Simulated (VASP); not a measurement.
Consider the following.

```
Mg2Sn
1.0
    4.65770    -2.58428    -0.62212
    4.65770     2.58428    -0.62212
   -3.93133     0.00000     5.95084
Mg Sn
4 2
Cartesian
  5.24683  -0.63684   0.66124
  0.13724   0.63684   4.04536
  2.10291  -0.63684   1.06994
  3.28117   0.63684   3.63666
  1.70920  -1.94996   3.84101
  3.67487   1.94996   0.86559
```

Computed with LDA (Ceperley-Alder, Perdew-Zunger), VASP's LDA PAW potentials (set 64) (plane waves; VASP). Numerical set-up: 400 eV cut-off, 8×8×7 Γ-centred mesh, tetrahedra with Blöchl corrections, potentials Mg Sn_d.

The cores are frozen, which limits the accuracy of field gradients.

**Question.** Give the principal components of the electric field gradient (V/Å²) and the asymmetry η at each nucleus.

**Answer.** 
```json
[
 {"atom": "Mg1", "Vxx": "3.0", "Vyy": "1.3", "Vzz": "-4.3", "η": "0.40"},
 {"atom": "Mg2", "Vxx": "3.0", "Vyy": "1.3", "Vzz": "-4.3", "η": "0.40"},
 {"atom": "Mg3", "Vxx": "3.0", "Vyy": "1.3", "Vzz": "-4.3", "η": "0.40"},
 {"atom": "Mg4", "Vxx": "3.0", "Vyy": "1.3", "Vzz": "-4.3", "η": "0.40"},
 {"atom": "Sn5", "Vxx": "-14.4", "Vyy": "-1.1", "Vzz": "15.5", "η": "0.86"},
 {"atom": "Sn6", "Vxx": "-14.4", "Vyy": "-1.1", "Vzz": "15.5", "η": "0.86"}
]
```

The structure comes from a computed database's Mg2Sn entry (C2/c); how it stands against other phases isn't given here. It was relaxed first, which changed the volume by -9 %.
